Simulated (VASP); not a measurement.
Input for VASP

KPOINTS:
```
Automatic mesh
0
Gamma
8 8 2
0 0 0
```

### POSCAR
```
WSe2
1
    1.6118500567    -2.7918058714     0.0000000000
    1.6118500567     2.7918058714     0.0000000000
    0.0000000000     0.0000000000    12.7575480128
W Se
2 4
Direct
  0.3333330000   0.6666670000   0.2500000000
  0.6666670000   0.3333330000   0.7500000000
  0.3333330000   0.6666670000   0.8793545655
  0.6666670000   0.3333330000   0.3793545655
  0.6666670000   0.3333330000   0.1206454345
  0.3333330000   0.6666670000   0.6206454345
```

**INCAR**
```
SYSTEM = WSe2
PREC = Accurate
ENCUT = 520
EDIFF = 1E-7
NELM = 100
ALGO = Normal
LREAL = .FALSE.
LASPH = .TRUE.
ISMEAR = 0
SIGMA = 0.05
GGA = PE
IVDW = 11
LMAXMIX = 6
LWAVE = .FALSE.
LCHARG = .FALSE.
ISIF = 4
IBRION = 2
NSW = 30
EDIFFG = -0.01
```

POTCAR, in this order: W_sv Se (PBE.64 set). Program: vasp_std.

**Question.** Write an equivalent input for Quantum ESPRESSO's pw.x.

**Answer.** One equivalent input (not run):
```
&CONTROL
  calculation = 'vc-relax'
  pseudo_dir = './pseudo'
  outdir = './out'
  tprnfor = .true.
  tstress = .true.
  nstep = 30
  forc_conv_thr = 0.00039
/
&SYSTEM
  ibrav = 0
  nat = 6
  ntyp = 2
  ecutwfc = 86
  occupations = 'smearing'
  smearing = 'gaussian'
  degauss = 0.003675
  input_dft = 'pbe'
  vdw_corr = 'grimme-d3'
  dftd3_version = 3
  dftd3_threebody = .false.
/
&ELECTRONS
  conv_thr = 7.3e-09
  electron_maxstep = 100
/
&IONS
/
&CELL
  cell_dofree = 'shape'
/
ATOMIC_SPECIES
  W 183.840 W.upf
  Se 78.971 Se.upf
CELL_PARAMETERS angstrom
     1.6118501   -2.7918059    0.0000000
     1.6118501    2.7918059    0.0000000
     0.0000000    0.0000000   12.7575480
ATOMIC_POSITIONS crystal
  W    0.3333330  0.6666670  0.2500000
  W    0.6666670  0.3333330  0.7500000
  Se   0.3333330  0.6666670  0.8793546
  Se   0.6666670  0.3333330  0.3793546
  Se   0.6666670  0.3333330  0.1206454
  Se   0.3333330  0.6666670  0.6206454
K_POINTS automatic
  8 8 2 0 0 0
```
What does not carry over: the potentials are each code's own (VASP's PAW set, PseudoDojo norm-conserving files in pw.x), so ENCUT and ecutwfc are chosen apart and not converted; conv_thr bounds pw.x's estimated SCF error, while EDIFF bounds the energy change between steps; forc_conv_thr acts on force components and is met together with etot_conv_thr.

The compound is WSe2 in the 2H layered structure. This cell is one point of a volume scan, at 0.94 of the reference volume. Symmetry was kept, so distortions that lower it aren't found.
